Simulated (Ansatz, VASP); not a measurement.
# InRh: VASP beside Ansatz, part 2 of 2

One calculation is typed for both programs; each brings its own data sets. How far apart do they land? The cell is taken from a series of runs on this material, whose earlier steps may have relaxed, scaled, displaced or heated it; both programs get it as it stands.

VASP 6.6.1 and Ansatz 0.2.0.

So far: The structure; VASP: relaxation of cell and atoms, PBEsol; Ansatz: relaxation of cell and atoms, PBEsol; Side by side.

### 5. Ansatz: zone-centre phonons, PBEsol

Level of this step: Ansatz beside VASP: Kohn-Sham DFT, plane waves, PBEsol (Ansatz).

Second derivatives magnify differences that forces hide, and they need a tight electronic threshold.

The cell is taken from a series of runs on this material, whose earlier steps may have relaxed, scaled, displaced or heated it; both programs get it as it stands.

input.yaml

```yaml
crystal:
  lattice:
    - [3.1889689132, 0.0, 0.0]
    - [0.0, 3.1889689132, 0.0]
    - [0.0, 0.0, 3.1889689132]
  atoms:
    - { symbol: In, position: [0.5, 0.5, 0.5] }
    - { symbol: Rh, position: [0.0, 0.0, 0.0] }
kpoints:
  mp_grid: { grid: [16, 16, 16] }
hamiltonian:
  xc: pbesol
  pseudopotentials: { kind: paw, azcp: { folder: soft_1 }, xc_functional: pbe }
scf:
  occupations: { method: methfessel_paxton, width: 0.2 }
output:
  eigenvalues: true
phonons:
  method: dfpt
```

Run with:

```bash
ansatz run input.yaml --threads 4 --pin off --max-ram 10240MiB --backend cpu --events-out ev --progress --plain --runs-dir out
```

Numbers of over 12 decimals in the logs are rounded to 6 here.

The program printed:

```text
[...]
Crystal: 2 atoms, lattice volume = 32.430 Å³
Basis set: ecut = 420 eV, 619 PW (Γ), exchange–correlation on 48×48×48 points (8 copies of the dense FFT grid, shifted against one another)
Bands: 19, of which v1, the nominal top of the filled ones, is band 15 counted from 1 (14 counted from 0)
Symmetry: 48 space group operations
k-points: 405 of 4096 (irreducible under 8 space group operations, time reversal used)
[...]
k mesh reduced under 8 symmetry operations, with k and −k counted as one. Each operation leaves every solved perturbation unchanged. A smaller set is not used because it would not reduce the number of displacements times k-points to solve
  ASR residual: 5.644e-5 → 0.000e0 eV/Å²; symmetrization residual: 5.993e-6 eV/Å²
  ASR residual per site (eV/Å²): 2.70e-5 5.64e-5
  Γ frequencies (cm⁻¹): 0.00 0.00 0.00 178.17 178.17 178.17
  non-analytic LO–TO correction: not included (Born effective charges unavailable; polar crystals: no LO–TO splitting at Γ)
[key lines of the parts left out:]
SCF converged after 9 iterations
Free energy (F): -11865.125523 eV
Fermi energy:    18.284241 eV
```

### 6. VASP: zone-centre phonons, PBEsol

The same cell, functional, mesh and smearing now go to VASP, with its own data sets.

INCAR

```
SYSTEM = InRh
PREC = Accurate
ENCUT = 500
EDIFF = 1E-08
NELM = 120
ISMEAR = 1
SIGMA = 0.2
LREAL = .FALSE.
ALGO = Normal
GGA = PS
NBANDS = 20
LASPH = .TRUE.
LORBIT = 11
LWAVE = .FALSE.
LCHARG = .FALSE.
ISIF = 2
IBRION = 8
GGA_COMPAT = .FALSE.
KPAR = 2
```

POSCAR

```
InRh
1.0
    3.1889689132      0.0000000000      0.0000000000
    0.0000000000      3.1889689132      0.0000000000
    0.0000000000      0.0000000000      3.1889689132
In Rh
1 1
Direct
    0.5000000000      0.5000000000      0.5000000000
    0.0000000000      0.0000000000      0.0000000000
```

KPOINTS

```
Automatic mesh
0
Gamma
16 16 16
0 0 0
```

Potentials, in the order of the species: In_d and Rh_pv (PBE family, release 64).

Run with:

```bash
mpirun -np 2 vasp_std
```

The program printed:

```text
[banner, memory and clock lines left out]
running    2 mpi-ranks, on    1 nodes
[...]
[... a notice as in an earlier step ...]

 LDA part: xc-table for (Slater+PW92), standard interpolation
 POSCAR, INCAR and KPOINTS ok, starting setup
[...]
entering main loop
       N       E                     dE             d eps       ncg     rms          rms(c)
DAV:   1     0.252337266077E+03    0.25234E+03   -0.15437E+04  7204   0.194E+03
DAV:   2    -0.259606201919E+00   -0.25260E+03   -0.24458E+03  6712   0.458E+02
DAV:   3    -0.120398418729E+02   -0.11780E+02   -0.11621E+02  7388   0.107E+02
DAV:   4    -0.123084093287E+02   -0.26857E+00   -0.26835E+00  7792   0.154E+01
[...]
DAV:  13    -0.119765749713E+02    0.11138E-06   -0.12764E-08  4764   0.116E-03    0.190E-04
DAV:  14    -0.119765749608E+02    0.10487E-07   -0.21554E-09  3724   0.543E-04    0.189E-04
DAV:  15    -0.119765749570E+02    0.38035E-08   -0.50000E-10  3612   0.339E-04
   1 F= -.11976575E+02 E0= -.11975625E+02  d E =-.284931E-02
[...]
RMM:  14    -0.230868681130E+00    0.54671E-07    0.76435E-08 32370   0.111E-04    0.882E-05
RMM:  15    -0.230868636455E+00    0.44676E-07    0.52371E-08 31094   0.701E-05    0.129E-05
RMM:  16    -0.230868633013E+00    0.34411E-08    0.29785E-08 26103   0.462E-05    0.695E-06
 first order change of Fermi-energy  -0.63432E-04
 force on displaced ion       1 direction 1 :  -6.424   0.000  -0.000
 Linear response progress:
  Degree of freedom:   2/  2
       N       E                     dE             d eps       ncg     rms          rms(c)
RMM:   1    -0.373343246905E+00   -0.37334E+00    0.26920E+01 17353   0.645E+01
RMM:   2    -0.512331816828E+00   -0.13899E+00   -0.23111E-01 28349   0.320E+00    0.112E-01
RMM:   3    -0.511566795852E+00    0.76502E-03   -0.21650E-02 30588   0.105E+00    0.581E-02
RMM:   4    -0.511751604237E+00   -0.18481E-03   -0.11769E-03 31691   0.226E-01    0.362E-02
[...]
RMM:  13    -0.511919130568E+00    0.33073E-07   -0.48647E-08 35291   0.150E-04    0.199E-05
RMM:  14    -0.511919153291E+00   -0.22723E-07   -0.27087E-09 34871   0.102E-04    0.168E-05
RMM:  15    -0.511919145457E+00    0.78338E-08   -0.48439E-09 29062   0.736E-05    0.174E-05
 first order change of Fermi-energy   0.13553E-02
 force on displaced ion       2 direction 1 :  -6.422   0.000  -0.000
 Linear response finished
```

Parts of OUTCAR (step 6):

```text
  Total        0.0446056      0.0446056      0.0446056      0.0000000      0.0000000     -0.0000000
  in kB        2.2036829      2.2036829      2.2036829      0.0000000      0.0000000     -0.0000000
  external PRESSURE =       2.2036829 kB  Pullay stress =       0.0000000 kB

 POSITION                                       TOTAL-FORCE (eV/Angst)
 -----------------------------------------------------------------------------------
      1.59448      1.59448      1.59448         0.000000      0.000000      0.000000
      0.00000      0.00000      0.00000         0.000000      0.000000      0.000000
 -----------------------------------------------------------------------------------
    total drift:                                0.000000      0.000000     -0.000000

[... 1 part as in an earlier step ...]

[... 1 further part left out ...]
```

### 7. Side by side

What differs besides the data sets and the points named for the pairs above, as far as they apply: the data sets hold 30 valence electrons in Ansatz (on its PAW soft_1 files) and 28 in VASP. Total energies have different zeros and are not compared.

Compared:

```
                  quantity  Ansatz   VASP  difference
optical mode 1 to 3 (cm⁻¹)   178.2  179.4     -0.68 %
```

Modes are paired by rising frequency, not by their patterns, so a pair may set unlike modes beside each other; they are those without the splitting of longitudinal modes.

### 8. Outcome

| Item | Value |
| --- | --- |
| difference in volume (relaxation of cell and atoms, PBEsol) | -0.12 % |
| r.m.s. difference of the optical zone-centre modes, each program's sorted by frequency (zone-centre phonons, PBEsol) | 1.2 cm⁻¹ |
| difference in optical mode 1 to 3 (zone-centre phonons, PBEsol) | -0.7 % |

The difference in volume is -0.12 % (relaxation of cell and atoms, PBEsol), within the 1.2 % picked in this series as the mark of a large difference, as far as the stopping tolerances let one tell. The data sets hold unlike numbers of valence electrons (30 in Ansatz and 28 in VASP), so part of the differences comes from the potentials. Among the rows given in per cent, the largest difference of the zone-centre phonons, PBEsol pair is in optical mode 1 to 3, -0.7 %. How closely two codes agree says nothing of how well the functional describes the real material.

[Lines on the potential files, build, host, timing and source positions are cut from VASP's logs without a mark.]

[Logs are printed without paths, hosts, clocks, repeated set-up lines and the standing remarks that a program may print on its own settings, such as how far it seeks lower states.]

[Hosts, paths, dates, database ids (printed as entryN), source tags and the programs' standing remarks are cut or masked in the printed files.]
